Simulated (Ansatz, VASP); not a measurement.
# TiC in two plane-wave programs

Aim: how closely do two programs agree when they are given the same cell, functional and k mesh?

Main program and level: Ansatz 0.2.0; plane waves, with VASP 6.6.1 beside it; single point at PBEsol.

**1. The structure**

The structure is cubic, space group Fm-3m (No. 225). The conventional cell has a = 4.295 Å, b = 4.295 Å, c = 4.295 Å, α = 90.00°, β = 90.00°, γ = 90.00°. Nearest to Ti lie 6 C at 2.15 Å. C has 6 Ti at 2.15 Å nearest. Farther neighbours are not listed.

Structure file:

```xyz
2
Lattice="0.0000 2.1474 2.1474 2.1474 0.0000 2.1474 2.1474 2.1474 0.0000" Properties=species:S:1:pos:R:3 pbc="T T T"
Ti    0.0000    0.0000    0.0000
C     2.1474    2.1474    2.1474
```

**2. VASP: single point, PBEsol**

With cell and atoms fixed, the geometry can't cause a difference; cores, projectors, grids and the points listed under the comparison can.

Lines of VASP's logs that name or quote its potential files are left out, and so is its time.

Input file INCAR:

```
SYSTEM = TiC
PREC = Accurate
ENCUT = 520
EDIFF = 1E-08
NELM = 100
ISMEAR = -1
SIGMA = 0.025
LREAL = .FALSE.
ALGO = Normal
GGA = PS
NBANDS = 24
LASPH = .TRUE.
LORBIT = 11
LWAVE = .FALSE.
LCHARG = .FALSE.
KPAR = 2
ISIF = 2
```

Input file POSCAR:

```
TiC
1.0
    0.0000000000      2.1473927129      2.1473927129
    2.1473927129      0.0000000000      2.1473927129
    2.1473927129      2.1473927129      0.0000000000
Ti C
1 1
Direct
    0.0000000000      0.0000000000      0.0000000000
    0.5000000000      0.5000000000      0.5000000000
```

Input file KPOINTS:

```
Automatic mesh
0
Gamma
30 30 30
0 0 0
```

Potentials, in the order of the species: Ti_sv and C (PBE family, release 64).

Run with:

```console
$ mpirun -np 2 vasp_std
```

Numbers of over 12 decimals in the logs are rounded to 6 here.

The program printed:

```text
[banner, memory and clock lines left out]
running    2 mpi-ranks, on    1 nodes
 distrk:  each k-point on    1 cores,    2 groups
 distr:  one band on    1 cores,    1 groups

 POSCAR found type information on POSCAR TiC
 POSCAR found :  2 types and       2 ions
|                                                                             |
|               ----> ADVICE to this user running VASP <----                  |
|                                                                             |
|     You enforced a specific xc type in the INCAR file but a different       |
|     [... a line on the potential file left out ...]
|     I HOPE YOU KNOW WHAT YOU ARE DOING!                                     |
|                                                                             |

 LDA part: xc-table for (Slater+PW92), standard interpolation
 POSCAR, INCAR and KPOINTS ok, starting setup
 FFT: planning ... GRIDC
 FFT: planning ... GRID_SOFT
 FFT: planning ... GRID
 WAVECAR not read
 entering main loop
       N       E                     dE             d eps       ncg     rms          rms(c)
DAV:   1     0.124337655053E+03    0.12434E+03   -0.66133E+03 36808   0.800E+02
DAV:   2    -0.177420867505E+02   -0.14208E+03   -0.13057E+03 39480   0.247E+02
DAV:   3    -0.250544683518E+02   -0.73124E+01   -0.72136E+01 45448   0.547E+01
DAV:   4    -0.251625603731E+02   -0.10809E+00   -0.10806E+00 39744   0.669E+00
DAV:   5    -0.251634404526E+02   -0.88008E-03   -0.88007E-03 44416   0.577E-01    0.189E+01
DAV:   6    -0.203990039330E+02    0.47644E+01   -0.22573E+00 52320   0.351E+01    0.678E+00
DAV:   7    -0.198417407440E+02    0.55726E+00   -0.78905E-01 41304   0.117E+01    0.513E+00
DAV:   8    -0.198069864334E+02    0.34754E-01   -0.94675E-02 46072   0.412E+00    0.127E+00
DAV:   9    -0.198068276527E+02    0.15878E-03   -0.33095E-02 39416   0.120E+00    0.921E-01
DAV:  10    -0.198044879683E+02    0.23397E-02   -0.20979E-03 42616   0.541E-01    0.649E-01
DAV:  11    -0.198025166691E+02    0.19713E-02   -0.87742E-04 46176   0.578E-01    0.243E-02
DAV:  12    -0.198025336982E+02   -0.17029E-04   -0.20324E-04 37384   0.101E-01    0.169E-02
DAV:  13    -0.198025296037E+02    0.40945E-05   -0.55101E-06 46728   0.261E-02    0.101E-02
DAV:  14    -0.198025311824E+02   -0.15787E-05   -0.14308E-06 38376   0.766E-03    0.142E-03
DAV:  15    -0.198025311551E+02    0.27372E-07   -0.10120E-07 44136   0.202E-03    0.135E-03
DAV:  16    -0.198025311459E+02    0.91125E-08   -0.21942E-08 46432   0.187E-03
   1 F= -.19802531E+02 E0= -.19802239E+02  d E =-.583899E-03
```

OUTCAR, selected parts (step 2):

```text
ion  position               nearest neighbor table
   1  0.000  0.000  0.000-   2 2.15   2 2.15   2 2.15   2 2.15   2 2.15   2 2.15
   2  0.500  0.500  0.500-   1 2.15   1 2.15   1 2.15   1 2.15   1 2.15   1 2.15

  LATTYP: Found a face centered cubic cell.
 ALAT       =     4.2947854258

 Subroutine GETGRP returns: Found 48 space group operations
 (whereof 48 operations were pure point group operations)

The static configuration has the point symmetry O_h .

 Found    752 irreducible k-points:

   k-points           NKPTS =    752   k-points in BZ     NKDIM =    752   number of bands    NBANDS=     24

   dimension x,y,z NGX =    24 NGY =   24 NGZ =   24
   dimension x,y,z NGXF=    48 NGYF=   48 NGZF=   48

   ENCUT  =  520.0 eV  38.22 Ry    6.18 a.u.   5.65  5.65  5.65*2*pi/ulx,y,z

   NELECT =      16.0000    total number of electrons

 k-points in reciprocal lattice and weights: Automatic mesh
   0.00000000  0.00000000  0.00000000       0.000
   0.03333333  0.00000000  0.00000000       0.000
   0.06666667  0.00000000  0.00000000       0.000
   0.10000000  0.00000000  0.00000000       0.000
   0.13333333  0.00000000  0.00000000       0.000
   0.16666667  0.00000000  0.00000000       0.000
   0.20000000  0.00000000  0.00000000       0.000
   0.23333333  0.00000000  0.00000000       0.000
   0.26666667  0.00000000  0.00000000       0.000
[...]
-0.26666667  0.46666667  0.23333333       0.001
  -0.26666667  0.50000000  0.23333333       0.000

 average (electrostatic) potential at core
       1 -70.5810       2 -44.3009

 E-fermi :   9.6027

 k-point     1 :       0.0000    0.0000    0.0000
  band No.  band energies     occupation
      1     -46.6526      2.00000
      2     -22.7652      2.00000
      3     -22.7652      2.00000
      4     -22.7652      2.00000
      5      -2.8826      2.00000
      6      10.2754      0.00000
      7      10.2754      0.00000
      8      10.2754      0.00000
      9      11.3407      0.00000
     10      11.3407      0.00000
    ...

 k-point     2 :       0.0333    0.0000    0.0000
  band No.  band energies     occupation
      1     -46.6517      2.00000
      2     -22.7716      2.00000
      3     -22.7658      2.00000
      4     -22.7658      2.00000
      5      -2.8563      2.00000
      6      10.1292      0.00000
      7      10.2452      0.00000
      8      10.2452      0.00000
      9      10.8893      0.00000
     10      10.8893      0.00000
    ...

 k-point     3 :       0.0667    0.0000    0.0000
  band No.  band energies     occupation
      1     -46.6490      2.00000
      2     -22.7903      2.00000
      3     -22.7675      2.00000
      4     -22.7675      2.00000
      5      -2.7779      2.00000
      6       9.7787      0.00175
      7      10.0417      0.00000
      8      10.0417      0.00000
      9      10.6388      0.00000
     10      10.6388      0.00000
    ...

  Total       -0.0032282     -0.0032282     -0.0032282      0.0000000     -0.0000000     -0.0000000
  in kB       -0.2611592     -0.2611592     -0.2611592      0.0000000     -0.0000000     -0.0000000
  external PRESSURE =      -0.2611592 kB  Pullay stress =       0.0000000 kB

  energy-cutoff  :      520.00
  volume of cell :       19.80
      direct lattice vectors                 reciprocal lattice vectors
     0.000000000  2.147392713  2.147392713    -0.232840503  0.232840503  0.232840503
     2.147392713  0.000000000  2.147392713     0.232840503 -0.232840503  0.232840503
     2.147392713  2.147392713  0.000000000     0.232840503  0.232840503 -0.232840503

 POSITION                                       TOTAL-FORCE (eV/Angst)
 -----------------------------------------------------------------------------------
      0.00000      0.00000      0.00000         0.000000      0.000000      0.000000
      2.14739      2.14739      2.14739         0.000000      0.000000      0.000000
 -----------------------------------------------------------------------------------
    total drift:                                0.000000     -0.000000     -0.000000

  FREE ENERGIE OF THE ION-ELECTRON SYSTEM (eV)
  ---------------------------------------------------
  free  energy   TOTEN  =       -19.8025311459 eV

  energy  without entropy=      -19.8019472468  energy(sigma->0) =      -19.80223920

 total charge
# of ion       s       p       d       tot
------------------------------------------
    1        2.206   6.263   1.995  10.464
    2        0.893   1.505   0.000   2.398
--------------------------------------------------
tot          3.099   7.768   1.995  12.862

[... 3 further parts left out ...]
```

The run ends at a pressure of -0.03 GPa.

**3. Ansatz: single point, PBEsol**

Ansatz runs on its default PAW (the set named soft_2) files.

The same cell, functional, mesh and smearing now go to Ansatz, which takes its cutoff from its data sets.

Input file input.yaml:

```yaml
crystal:
  lattice:
    - [0.0, 2.1473927129, 2.1473927129]
    - [2.1473927129, 0.0, 2.1473927129]
    - [2.1473927129, 2.1473927129, 0.0]
  atoms:
    - { symbol: Ti, position: [0.0, 0.0, 0.0] }
    - { symbol: C, position: [0.5, 0.5, 0.5] }
hamiltonian:
  xc: pbesol
  pseudopotentials: { kind: paw }
kpoints:
  mp_grid: { grid: [30, 30, 30] }
scf:
  occupations: { method: fermi_dirac, width: 0.025 }
  n_extra_bands: 4
output:
  forces: true
  stress: true
  eigenvalues: true
  write_density: true
  write_potential: true
  elf: true
  volumetric_format: npy
```

Run with:

```console
$ ansatz run input.yaml --threads 2 --pin off --max-ram 4608MiB --backend cpu --events-out ev --progress --plain --runs-dir out
```

The program printed:

```text
scf.n_extra_bands = 4 over 8 filled bands (N_el = 16.0): the run solves 12 bands
Engine: ansatz 0.2.0, aarch64-unknown-linux-gnu
Pseudopotentials: kind: paw
Pseudopotential: Ti, paw, valence charge 12, recommended cutoff 420 eV (normal), Ti.paw.azcp
Pseudopotential: C, paw, valence charge 4, recommended cutoff 420 eV (normal), C.paw.azcp
Functional definition: PBEsol
  exchange = pbesol_x
  correlation = pbesol_c
Crystal: 2 atoms, lattice volume = 19.805 Å³
Basis set: ecut = 420 eV, 387 PW (Γ), exchange–correlation on 48×48×48 points (8 copies of the dense FFT grid, shifted against one another)
Bands: 12, of which v1, the nominal top of the filled ones, is band 8 counted from 1 (7 counted from 0)
Symmetry: 48 space group operations
Space group: Fm-3m (ITA 225), of the structure as read, at distance tolerance 2.7e-5 Å
k-points: 752 of 27000
Non-local potential: Ti, projectors of the file, l = 0: 3, l = 1: 2, l = 2: 3, l = 3: 1
Non-local potential: C, projectors of the file, l = 0: 2, l = 1: 2, l = 2: 1
PAW form: soft (Blöchl's): semilocal exchange-correlation on the pseudo side does not see the compensation charge
PAW frozen core: Ti, regenerated for the run's functional, and the local potential with it (the file was generated under x = pbe(κ = 0.804, μ = 0.219515), c = pbe(β = 0.066725))
PAW frozen core: C, regenerated for the run's functional, and the local potential with it (the file was generated under x = pbe(κ = 0.804, μ = 0.219515), c = pbe(β = 0.066725))
PAW one-centre angular grid: Ti, 590 points (default); XC on 64 Gauss nodes
PAW one-centre angular grid: C, 110 points (default); XC on 64 Gauss nodes
Initial density: superposition of atomic densities (neutral atoms: chi_scale 0, normalization atom), corrected by the library's trained network
Initial wavefunctions: pseudopotential atomic-orbital guess
Functional: x = pbesol(κ = 0.804, μ = 0.123457), c = pbesol(β = 0.046)
SCF iter   1: F=—  HF=-2722.425624 eV  |F-HF|=—  |Δ(HF+E_count)|=         —  Δρ=1.05e-2  dr2=2.43e-2  ethr=1.77e-3  ⟨swp⟩=4.3  Hψ=42828  notcnv=0
preconditioner: auto → none  [metal: Δε(μ)=0.010 eV  Ē_g=8.019 eV  σ=0.025 eV  W_gap=0.10  n_scr=8 (ndim 8)  ℏωp=23.6 eV  f_vac=0.000  D(μ)=0.28/eV (n_scr^D=0)  sad-step TF]
SCF iter   2: F=—  HF=-2722.422058 eV  |F-HF|=—  |Δ(HF+E_count)|=   3.57e-3  Δρ=6.98e-3  dr2=1.20e-2  ethr=1.52e-4  ⟨swp⟩=2.0  Hψ=18012  notcnv=0
SCF iter   3: F=—  HF=-2722.419673 eV  |F-HF|=—  |Δ(HF+E_count)|=   2.39e-3  Δρ=6.14e-4  dr2=4.66e-5  ethr=7.48e-5  ⟨swp⟩=2.0  Hψ=14266  notcnv=0
SCF iter   4: F=—  HF=-2722.419662 eV  |F-HF|=—  |Δ(HF+E_count)|=   1.12e-5  Δρ=1.15e-4  dr2=9.61e-7  ethr=2.91e-7  ⟨swp⟩=3.0  Hψ=15075  notcnv=0
iter 5 did not close the SCF: its close was put off for the readings that it lacked (scf_convergence_deferred on its scf_iter line)
SCF iter   5: F=-2722.419662 eV  HF=-2722.419662 eV  |F-HF|=1.98e-10  |Δ(HF+E_count)|=   7.26e-7  Δρ=3.90e-6  dr2=2.35e-9  ethr=6.01e-9  ⟨swp⟩=2.4  Hψ=11590  notcnv=0
SCF iter   6: F=-2722.419662 eV  HF=-2722.419662 eV  |F-HF|=2.73e-12  |Δ(HF+E_count)|=  2.80e-10  Δρ=6.83e-7  dr2=4.67e-11  ethr=1.47e-11  ⟨swp⟩=4.1  Hψ=41206  notcnv=0
the search or the solves at the SCF's close seem to have found levels that the self-consistency loop had missed (the run counts 2). By its estimate they hold under 1e-12 electrons; where the run keeps them, the occupations were computed again with them
SCF 1 converged in 6 iterations: F = -2722.419662 eV  dr2 = 4.67e-11
  greatest PAW one-centre occupation: 0.999 electrons in one spin orbital (limit 2), on the Ti atom at site 0 (counted from 0), in its partial waves of l = 0
SCF converged after 6 iterations
Free energy (F): -2722.419662 eV
Harris-Foulkes:  -2722.419662 eV  (|F-HF|=2.73e-12)
Internal energy: -2722.419079 eV  (E = F + TS)
E sigma→0 (E₀):  -2722.419371 eV
Entropy (-TS):   -0.000584 eV (-0.292 meV/atom)
Fermi energy:    15.021299 eV
--- Per-component energies (eV) ---
  E_band       = -104.086347
  E_kinetic    = 363.160745
  E_local      = -760.196952  (includes V_loc(G=0)·N_el)
  E_nonlocal   = 33.351550
  E_hartree    = 309.342481
  E_xc         = -146.711904
  E_vxc        = -183.934331  (∫ρ·V_xc dr)
  E_paw        = -1116.371395  (= ΣΔE_a)
  E_vpaw       = -175.152437  (= ΣTr[D̂ρ^β])
  E_aug_tail   = 0.000139  (compensation charges beyond the density's cutoff)
  E_ewald      = -1405.154228
  E_core_change = 0.160485  (= ΣΔE_core)
  E_smearing   = -0.000584  (= −TS)
  E_closure    = -0.000000  (closes the sum)
  Σ components = -2722.419662   (vs F -2722.419662, Δ=0.00e0)
--- Forces (eV/Å), atoms counted from 1 ---
  atom   1  Ti    -0.00000000     0.00000000    -0.00000000
  atom   2  C      0.00000000    -0.00000000     0.00000000
  max |Σ_I F_I| component: 7.03e-30 eV/Å
--- Stress (GPa, compression-positive) ---
       -0.294545       0.000000       0.000000
        0.000000      -0.294545       0.000000
       -0.000000       0.000000      -0.294545
  P = ⅓ Tr σ = -0.2945 GPa (-2.945 kbar)
--- Band table (eV; the first three rows and the last of 752) ---
  k-point 0: bands = [... 4 lower, 2.5298, 15.7000, 15.7000, 15.7000, 16.7557, 16.7557, 16.7557, 16.8165]
  k-point 1: bands = [... 4 lower, 2.5563, 15.5524, 15.6693, 15.6693, 16.3127, 16.3127, 16.8437, 17.3291]
  k-point 2: bands = [... 4 lower, 2.6350, 15.1997, 15.4638, 15.4638, 16.0639, 16.0639, 17.0234, 17.8992]
  k-point 751: bands = [... 4 lower, 5.4866, 11.7581, 11.8724, 12.2784, 17.7307, 18.0652, 18.6930, 20.3152]
```

Run time: 13 s. Hardware: 2 threads of Arm Neoverse N1, shared host; peak memory 0.45 GiB; 24 s of CPU time.

The column dr2 measures how far the density is from self-consistency, as an energy; F and HF (Harris–Foulkes) agree once it is small.

The run ends at a pressure of -0.29 GPa.

**4. Side by side**

Known differences besides the potentials themselves: the cutoff is 420 eV in Ansatz and 520 eV in VASP; Ansatz makes its cores anew for this functional, VASP keeps those of its PBE data sets. Total energies have different zeros and are not compared.

Compared:

| quantity | Ansatz | VASP | difference |
| --- | --- | --- | --- |
| pressure (GPa) | -0.29 | -0.03 | -0.27 |
| pressure without Ansatz's Pulay correction (GPa) | -0.56 | -0.03 | -0.54 |

Ansatz's pressure holds a Pulay correction of 0.27 GPa; VASP's holds none.

**5. Results**

| Property | Result |
| --- | --- |
| difference in pressure (single point, PBEsol) | -0.27 GPa |

**Reading.** The difference in pressure is -0.27 GPa (single point, PBEsol), within the 1 GPa picked in this series as the mark of a large difference. 1 further run of this series is not shown here. How closely two codes agree says nothing of how well the functional describes the real material.

[Lines on the potential files, build, host, timing and source positions are cut from VASP's logs without a mark.]

[Logs are printed without paths, hosts, clocks, repeated set-up lines and the standing remarks that a program may print on its own settings, such as how far it seeks lower states.]

[Hosts, paths, dates, database ids (printed as entryN), source tags and the programs' standing remarks are cut or masked in the printed files.]
